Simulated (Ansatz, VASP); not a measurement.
## TePt: VASP beside Ansatz

One calculation is typed for both programs; each brings its own data sets and cutoff. How far apart do they land? The cell is taken from a series of VASP runs on this material, whose earlier steps may have relaxed, scaled or displaced it; both programs get it as it stands.

Program: Ansatz 0.2.0. Level of theory: plane waves, with VASP 6.6.1 beside it; zone-centre phonons at r2SCAN. Results are calculated unless marked as measured.

**1. The structure**

It takes space group R-3m (No. 166, trigonal). Conventional cell: a = 3.987 Å, b = 3.987 Å, c = 20.564 Å, α = 90.00°, β = 90.00°, γ = 120.00°. Te has 3 Pt at 2.61 Å nearest. Nearest to Pt lie 3 Te at 2.61 Å and 3 Pt at 2.74 Å. Farther neighbours and most contacts between anions are not listed.

**2. VASP: zone-centre phonons, r2SCAN**

Second derivatives magnify differences that forces hide, and they need a tight electronic threshold.

Lines of VASP's logs that name or quote its potential files are left out, and so is its time.

The input, INCAR:

```
SYSTEM = TePt
PREC = Accurate
ENCUT = 400
EDIFF = 1E-08
NELM = 100
ISMEAR = 1
SIGMA = 0.2
LREAL = .FALSE.
ALGO = Normal
METAGGA = R2SCAN
LASPH = .TRUE.
NBANDS = 22
LORBIT = 11
LWAVE = .FALSE.
LCHARG = .FALSE.
KPAR = 4
IBRION = 6
NFREE = 2
POTIM = 0.015
ISIF = 2
NSW = 1
```

The input, POSCAR:

```
TePt
1.0
    1.9936112994      1.1510120204      6.8547338683
   -1.9936112994      1.1510120204      6.8547338683
    0.0000000000     -2.3020240408      6.8547338683
Te Pt
2 2
Direct
    0.5954934321      0.5954934321      0.5954934321
    0.4045065679      0.4045065679      0.4045065679
    0.8692535297      0.8692535297      0.8692535297
    0.1307464703      0.1307464703      0.1307464703
```

The input, KPOINTS:

```
Automatic mesh
0
Gamma
11 11 11
0 0 0
```

Potentials, in the order of the species: Te and Pt (PBE family, release 64).

Command:

```bash
mpirun -np 4 vasp_std
```

Numbers of over 12 decimals in the logs are rounded to 6 here.

The log of the run:

```text
[banner, memory and clock lines left out]
running    4 mpi-ranks, on    1 nodes
 distrk:  each k-point on    1 cores,    4 groups
 distr:  one band on    1 cores,    1 groups

 POSCAR found type information on POSCAR TePt
 POSCAR found :  2 types and       4 ions
|                                                                             |
|               ----> ADVICE to this user running VASP <----                  |
|                                                                             |
|     You enforced a specific xc type in the INCAR file but a different       |
|     [... a line on the potential file left out ...]
|     I HOPE YOU KNOW WHAT YOU ARE DOING!                                     |
|                                                                             |

 LDA part: xc-table for (None), standard interpolation
 POSCAR, INCAR and KPOINTS ok, starting setup
 FFT: planning ... GRIDC
 FFT: planning ... GRID_SOFT
 FFT: planning ... GRID
 WAVECAR not read
 entering main loop
       N       E                     dE             d eps       ncg     rms          rms(c)
DAV:   1     0.549347423609E+01    0.54935E+01   -0.12487E+04  6424   0.107E+03
DAV:   2    -0.157460065637E+03   -0.16295E+03   -0.15205E+03  7884   0.219E+02
DAV:   3    -0.163871353098E+03   -0.64113E+01   -0.62968E+01  7776   0.442E+01
DAV:   4    -0.163958057432E+03   -0.86704E-01   -0.86646E-01  7798   0.575E+00
DAV:   5    -0.163959579389E+03   -0.15220E-02   -0.15218E-02  7882   0.720E-01    0.152E+01
DAV:   6    -0.155526888811E+03    0.84327E+01   -0.53026E+00  7210   0.185E+01    0.943E+00
DAV:   7    -0.155406035574E+03    0.12085E+00   -0.69624E-01  6574   0.835E+00    0.424E+00
DAV:   8    -0.155409430938E+03   -0.33954E-02   -0.10176E-01  7114   0.224E+00    0.124E+00
DAV:   9    -0.155401277905E+03    0.81530E-02   -0.32532E-02  7014   0.163E+00    0.277E-01
DAV:  10    -0.155402297744E+03   -0.10198E-02   -0.54711E-03  7630   0.413E-01    0.278E-01
DAV:  11    -0.155402400229E+03   -0.10248E-03   -0.11932E-04  7444   0.794E-02    0.148E-01
DAV:  12    -0.155402306890E+03    0.93339E-04   -0.19535E-04  7198   0.124E-01    0.266E-02
DAV:  13    -0.155402311549E+03   -0.46583E-05   -0.21551E-05  7378   0.263E-02    0.253E-02
DAV:  14    -0.155402311986E+03   -0.43685E-06   -0.35684E-07  7750   0.394E-03    0.174E-02
DAV:  15    -0.155402312067E+03   -0.81004E-07   -0.59847E-07  7108   0.513E-03    0.525E-03
DAV:  16    -0.155402312507E+03   -0.44023E-06   -0.16056E-07  7294   0.327E-03    0.111E-03
DAV:  17    -0.155402312488E+03    0.19125E-07   -0.31089E-08  5638   0.132E-03    0.790E-04
DAV:  18    -0.155402312490E+03   -0.19768E-08   -0.43768E-09  3770   0.363E-04
   1 F= -.15540231E+03 E0= -.15540292E+03  d E =0.181096E-02
[... from here on, the cycles between the ionic steps are left out ...]
   2 F= -.15540150E+03 E0= -.15540210E+03  d E =0.180091E-02
   3 F= -.15540150E+03 E0= -.15540210E+03  d E =0.180092E-02
   4 F= -.15540175E+03 E0= -.15540234E+03  d E =0.177403E-02
   5 F= -.15540105E+03 E0= -.15540166E+03  d E =0.183711E-02
   6 F= -.15540104E+03 E0= -.15540164E+03  d E =0.180020E-02
   7 F= -.15540104E+03 E0= -.15540164E+03  d E =0.180027E-02
   8 F= -.15540184E+03 E0= -.15540244E+03  d E =0.179126E-02
 Finite differences progress:
  Degree of freedom:   4/  4
  Displacement:        1/  2
  Total:               7/  8
 bond charge predicted
       N       E                     dE             d eps       ncg     rms          rms(c)
DAV:   1    -0.155382430003E+03    0.19409E-01   -0.52128E+00  6424   0.115E+01    0.424E-01
DAV:   2    -0.155400993774E+03   -0.18564E-01   -0.72388E-02  6874   0.178E+00    0.204E-01
DAV:   3    -0.155400554365E+03    0.43941E-03   -0.24248E-03  7696   0.316E-01    0.148E-01
DAV:   4    -0.155400413868E+03    0.14050E-03   -0.88933E-04  7372   0.175E-01    0.576E-02
DAV:   5    -0.155400444469E+03   -0.30601E-04   -0.20686E-04  7306   0.117E-01    0.233E-02
DAV:   6    -0.155400436185E+03    0.82834E-05   -0.22887E-05  7030   0.462E-02    0.119E-02
DAV:   7    -0.155400436627E+03   -0.44194E-06   -0.10992E-05  7492   0.175E-02    0.353E-03
DAV:   8    -0.155400436897E+03   -0.26983E-06   -0.51300E-07  7344   0.482E-03    0.162E-03
DAV:   9    -0.155400436936E+03   -0.39044E-07   -0.13027E-07  7504   0.235E-03    0.470E-04
DAV:  10    -0.155400436942E+03   -0.60727E-08   -0.87341E-09  3836   0.644E-04
   9 F= -.15540044E+03 E0= -.15540104E+03  d E =0.181115E-02
 Finite differences progress:
  Degree of freedom:   4/  4
  Displacement:        2/  2
  Total:               8/  8
```

OUTCAR, selected parts (step 2):

```text
ion  position               nearest neighbor table
   1  0.595  0.595  0.595-   3 2.61   3 2.61   3 2.61   4 3.55   4 3.55   4 3.55
   2  0.405  0.405  0.405-   4 2.61   4 2.61   4 2.61   3 3.55   3 3.55   3 3.55
   3  0.869  0.869  0.869-   1 2.61   1 2.61   1 2.61   4 2.74   4 2.74   4 2.74   2 3.55   2 3.55
                             2 3.55
   4  0.131  0.131  0.131-   2 2.61   2 2.61   2 2.61   3 2.74   3 2.74   3 2.74   1 3.55   1 3.55
                             1 3.55

  LATTYP: Found a trigonal (rhomboedric) cell.
 ALAT       =     7.2309536777
 COS(alpha) =     0.8479733205

 Subroutine GETGRP returns: Found 12 space group operations
 (whereof 12 operations were pure point group operations)

The static configuration has the point symmetry D_3d.

 Found    146 irreducible k-points:

   k-points           NKPTS =    146   k-points in BZ     NKDIM =    146   number of bands    NBANDS=     22

   dimension x,y,z NGX =    48 NGY =   48 NGZ =   48
   dimension x,y,z NGXF=    96 NGYF=   96 NGZF=   96

   ENCUT  =  400.0 eV  29.40 Ry    5.42 a.u.  11.79 11.79 11.79*2*pi/ulx,y,z

   NELECT =      32.0000    total number of electrons

 k-points in reciprocal lattice and weights: Automatic mesh
   0.00000000  0.00000000  0.00000000       0.001
   0.09090909  0.00000000  0.00000000       0.005
   0.18181818  0.00000000  0.00000000       0.005
   0.27272727  0.00000000  0.00000000       0.005
   0.36363636  0.00000000  0.00000000       0.005
   0.45454545 -0.00000000 -0.00000000       0.005
   0.09090909  0.09090909  0.00000000       0.005
   0.18181818  0.09090909  0.00000000       0.009
   0.27272727  0.09090909  0.00000000       0.009
[...]
19      10.3905     -0.00000
    ...

 k-point     3 :       0.1818    0.0000    0.0000
  band No.  band energies     occupation
    ...
     10       4.1837      2.00000
     11       5.5597      2.00000
     12       5.6212      2.00000
     13       5.9428      2.00000
     14       6.5896      2.00000
     15       8.2185     -0.00205
     16       8.2735     -0.00054
     17       9.1553     -0.00000
     18       9.9141     -0.00000
     19      10.5741     -0.00000
    ...

 k-point     4 :       0.2727    0.0000    0.0000
  band No.  band energies     occupation
    ...
     11       5.2288      2.00000
     12       5.4373      2.00000
     13       5.7832      2.00000
     14       5.9308      2.00000
     15       6.9745      2.00000
     16       7.9118     -0.04885
     17       8.8049     -0.00000
     18       9.4924     -0.00000
     19      11.2134     -0.00000
     20      12.1596      0.00000
    ...

 k-point     5 :       0.3636    0.0000    0.0000
  band No.  band energies     occupation
    ...
     12       5.2149      2.00000
     13       5.5083      2.00000
     14       5.7225      2.00000
     15       6.0953      2.00000
     16       7.2949      2.01179
     17       8.3914     -0.00002
     18       9.3247     -0.00000
     19      10.6803     -0.00000
     20      11.8377      0.00000
     21      13.0546      0.00000
    ...

  Total       -0.1377193     -0.1377193      0.1955248      0.0000000      0.0000000      0.0000000
  in kB       -2.3379929     -2.3379929      3.3193281      0.0000000      0.0000000      0.0000000
  external PRESSURE =      -0.4522193 kB  Pullay stress =       0.0000000 kB

  energy-cutoff  :      400.00
  volume of cell :       94.38
      direct lattice vectors                 reciprocal lattice vectors
     1.993611299  1.151012020  6.854733868     0.250801147  0.144800110  0.048628195
    -1.993611299  1.151012020  6.854733868    -0.250801147  0.144800110  0.048628195
     0.000000000 -2.302024041  6.854733868     0.000000000 -0.289600219  0.048628195

 POSITION                                       TOTAL-FORCE (eV/Angst)
 -----------------------------------------------------------------------------------
      0.00000      0.00000     12.24585         0.000000      0.000000     -0.053843
      0.00000      0.00000      8.31835         0.000000     -0.000000     -0.038252
      0.00000      0.00000     17.86050         0.000000     -0.000000      0.202853
      0.00000      0.00000      2.68870         0.000000      0.000000     -0.110757
 -----------------------------------------------------------------------------------
    total drift:                                0.000000     -0.000000      0.000043

  FREE ENERGIE OF THE ION-ELECTRON SYSTEM (eV)
  ---------------------------------------------------
  free  energy   TOTEN  =      -155.4004369424 eV

  energy  without entropy=     -155.4022480881  energy(sigma->0) =     -155.40104066

 Eigenvectors and eigenvalues of the dynamical matrix
 ----------------------------------------------------

   1 f  =    5.252556 THz    33.002785 2PiTHz  175.206423 cm-1    21.722818 meV
             X         Y         Z           dx          dy          dz
      0.000000  0.000000 12.245847     0.000001   -0.430400   -0.000000
      0.000000  0.000000  8.318355    -0.000001    0.430400    0.000000
      0.000000  0.000000 17.875505    -0.000001    0.561031    0.000000
      0.000000  0.000000  2.688697     0.000001   -0.561031   -0.000000

   2 f  =    5.252556 THz    33.002785 2PiTHz  175.206423 cm-1    21.722818 meV
             X         Y         Z           dx          dy          dz
      0.000000  0.000000 12.245847     0.430400    0.000001    0.000000
      0.000000  0.000000  8.318355    -0.430400   -0.000001   -0.000000
      0.000000  0.000000 17.875505    -0.561031   -0.000001   -0.000000
      0.000000  0.000000  2.688697     0.561031    0.000001    0.000000

   3 f  =    5.095383 THz    32.015234 2PiTHz  169.963674 cm-1    21.072800 meV
             X         Y         Z           dx          dy          dz
      0.000000  0.000000 12.245847     0.000000    0.000000   -0.514600
      0.000000  0.000000  8.318355    -0.000000   -0.000000    0.514600
      0.000000  0.000000 17.875505    -0.000000   -0.000000    0.484960
      0.000000  0.000000  2.688697     0.000000    0.000000   -0.484960

   4 f  =    4.650593 THz    29.220536 2PiTHz  155.127077 cm-1    19.233298 meV
             X         Y         Z           dx          dy          dz
      0.000000  0.000000 12.245847     0.000002   -0.549642   -0.000000
      0.000000  0.000000  8.318355     0.000002   -0.549642   -0.000000
      0.000000  0.000000 17.875505    -0.000001    0.444852    0.000000
      0.000000  0.000000  2.688697    -0.000001    0.444852   -0.000000

   5 f  =    4.650593 THz    29.220536 2PiTHz  155.127077 cm-1    19.233298 meV
             X         Y         Z           dx          dy          dz
      0.000000  0.000000 12.245847     0.549642    0.000002   -0.000000
      0.000000  0.000000  8.318355     0.549642    0.000002   -0.000000
      0.000000  0.000000 17.875505    -0.444852   -0.000001    0.000000
      0.000000  0.000000  2.688697    -0.444852   -0.000001    0.000000

   6 f  =    4.421575 THz    27.781573 2PiTHz  147.487855 cm-1    18.286155 meV
             X         Y         Z           dx          dy          dz
      0.000000  0.000000 12.245847     0.000000   -0.000000    0.549727
      0.000000  0.000000  8.318355     0.000000   -0.000000    0.549727
      0.000000  0.000000 17.875505    -0.000000    0.000000   -0.444747
      0.000000  0.000000  2.688697    -0.000000    0.000000   -0.444747

   7 f  =    3.425371 THz    21.522241 2PiTHz  114.258080 cm-1    14.166190 meV
             X         Y         Z           dx          dy          dz
      0.000000  0.000000 12.245847    -0.000000    0.000000   -0.484960
      0.000000  0.000000  8.318355     0.000000   -0.000000    0.484960
      0.000000  0.000000 17.875505    -0.000000    0.000000   -0.514600
      0.000000  0.000000  2.688697     0.000000   -0.000000    0.514600

   8 f  =    2.621922 THz    16.474022 2PiTHz   87.457905 cm-1    10.843393 meV
             X         Y         Z           dx          dy          dz
      0.000000  0.000000 12.245847     0.000002    0.561031    0.000000
      0.000000  0.000000  8.318355    -0.000002   -0.561031    0.000000
      0.000000  0.000000 17.875505     0.000002    0.430400    0.000000
      0.000000  0.000000  2.688697    -0.000002   -0.430400    0.000000

   9 f  =    2.621922 THz    16.474022 2PiTHz   87.457905 cm-1    10.843393 meV
             X         Y         Z           dx          dy          dz
      0.000000  0.000000 12.245847     0.561031   -0.000002   -0.000000
      0.000000  0.000000  8.318355    -0.561031    0.000002    0.000000
      0.000000  0.000000 17.875505     0.430400   -0.000002   -0.000000
      0.000000  0.000000  2.688697    -0.430400    0.000002    0.000000

  10 f/i=    0.000729 THz     0.004581 2PiTHz    0.024320 cm-1     0.003015 meV
             X         Y         Z           dx          dy          dz
      0.000000  0.000000 12.245847    -0.000000   -0.000000    0.444747
      0.000000  0.000000  8.318355    -0.000000   -0.000000    0.444747
      0.000000  0.000000 17.875505    -0.000000   -0.000000    0.549727
      0.000000  0.000000  2.688697    -0.000000   -0.000000    0.549727

  11 f/i=    0.001655 THz     0.010401 2PiTHz    0.055217 cm-1     0.006846 meV
             X         Y         Z           dx          dy          dz
      0.000000  0.000000 12.245847    -0.016640    0.444541    0.000000
      0.000000  0.000000  8.318355    -0.016640    0.444541    0.000000
      0.000000  0.000000 17.875505    -0.020560    0.549258    0.000000
      0.000000  0.000000  2.688697    -0.020560    0.549258    0.000000

  12 f/i=    0.001655 THz     0.010401 2PiTHz    0.055217 cm-1     0.006846 meV
             X         Y         Z           dx          dy          dz
      0.000000  0.000000 12.245847    -0.444541   -0.016640   -0.000000
      0.000000  0.000000  8.318355    -0.444541   -0.016640   -0.000000
      0.000000  0.000000 17.875505    -0.549258   -0.020560   -0.000000
      0.000000  0.000000  2.688697    -0.549258   -0.020560   -0.000000

 ELASTIC MODULI CONTR FROM IONIC RELAXATION (kBar)
 Direction    XX          YY          ZZ          XY          YZ          ZX
 --------------------------------------------------------------------------------
 XX        -918.8117   -214.7437   -589.8607      0.0000   -421.2248      0.0000
 YY        -214.7437   -918.8117   -589.8607     -0.0000    421.2248     -0.0000
 ZZ        -589.8607   -589.8607   -623.9759     -0.0000      0.0000     -0.0000
 XY           0.0000     -0.0000     -0.0000   -352.0340      0.0000   -421.2247
 YZ        -421.2248    421.2248      0.0000      0.0000   -521.0967      0.0000
 ZX           0.0000     -0.0000     -0.0000   -421.2247      0.0000   -521.0963
 --------------------------------------------------------------------------------

 total charge
# of ion       s       p       d       tot
------------------------------------------
    1        1.395   1.878   0.083   3.356
    2        1.395   1.878   0.083   3.356
    3        0.679   0.577   8.123   9.379
    4        0.679   0.577   8.123   9.379
--------------------------------------------------
tot          4.149   4.909  16.413  25.471

[... 1 further part left out ...]
```

(Part 1 of 2 ends here.)

[Lines on the potential files, build, host, timing and source positions are cut from VASP's logs without a mark.]

[Logs are printed without paths, hosts, clocks, repeated set-up lines and the standing remarks that a program may print on its own settings, such as how far it seeks lower states.]

[Hosts, paths, dates, database ids (printed as entryN), source tags and the programs' standing remarks are cut or masked in the printed files.]
